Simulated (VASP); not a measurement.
Level of theory: SCAN meta-GGA, VASP's PBE PAW potentials (set 64) (plane waves; VASP).

The input files of a VASP run:

### INCAR
```
ALGO  =  Normal
EDIFF  =  1E-6
EDIFFG  =  -0.01
ENCUT  =  520
IBRION  =  2
ISIF  =  3
ISMEAR  =  1
LASPH  =  .True.
LCHARG  =  .False.
LMAXMIX  =  4
LMIXTAU  =  .True.
LREAL  =  .False.
LWAVE  =  .False.
METAGGA  =  SCAN
NELM  =  100
NSW  =  60
PREC  =  Accurate
SIGMA  =  0.1
SYSTEM  =  In
```

File POSCAR:
```
In
1
   -1.6250000000     1.6250000000     2.4750000000
    1.6250000000    -1.6250000000     2.4750000000
    1.6250000000     1.6250000000    -2.4750000000
In
1
Direct
  0.0000000000   0.0000000000   0.0000000000
```

KPOINTS:
```
Automatic mesh
0
Gamma
14 14 14
0 0 0
```

POTCAR, in this order: In_d (PBE.64 set). Program: vasp_std.

Q: What will the output report for the number of irreducible k-points (NKPTS), largest plane-wave count, number of space-group operations, FFT grid (NGX, NGY, NGZ)?

A: 
The number of irreducible k-points (NKPTS) is 244 and the largest plane-wave count comes out as 720. The number of space-group operations is 16. The FFT grid (NGX, NGY, NGZ) is 28 × 28 × 28.

The compound is In in the bct structure. This run relaxes it. Symmetry was kept, so distortions that lower it aren't found.
